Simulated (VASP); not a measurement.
Here is the system:

```yaml
crystal:
  lattice:
    - [3.23369, -2.36313, 0.00000]
    - [3.23369, 2.36313, 0.00000]
    - [-1.17371, 0.00000, 6.98386]
  atoms:
    - { symbol: V, position: [0.00000, 0.50000, 0.00000], spin: 2.0 }
    - { symbol: V, position: [0.50000, 0.00000, 0.50000], spin: 2.0 }
    - { symbol: As, position: [0.58160, 0.41840, 0.25000] }
    - { symbol: As, position: [0.41840, 0.58160, 0.75000] }
```

All values below come from PBE GGA, VASP's PBE PAW potentials (set 64) (plane waves; VASP). Numerical set-up: 400 eV cut-off, 5×5×3 Γ-centred mesh, Gaussian smearing of 0.050 eV, potentials V_sv As.

Estimate the cell moment, energy per atom (σ→0), pressure, largest force, band gap (on the k-mesh) with the smallest direct gap where there is one.

```yaml
band gap (on the k-mesh): none (metal, semimetal or under 0.01 eV)
cell_moment: 4.17 μB
energy per atom (σ→0): -6.221 eV/atom
pressure: -11.94 GPa
largest_force: 0.140 eV/Å
```

Give the moment on each site (PAW-sphere projection).

```
site  moment (μB)
----  -----------
V1           2.21
V2           2.21
As3         -0.25
As4         -0.25
```

Only differences to runs with the same potentials and settings are physical.

The structure was generated: VAs was put into the tenorite type (C2/c), which need not be its known phase. The cell was not relaxed at this level. The k-mesh is coarse (spacing up to 0.33 per Å, 2π included), so the numbers may not be converged in it.
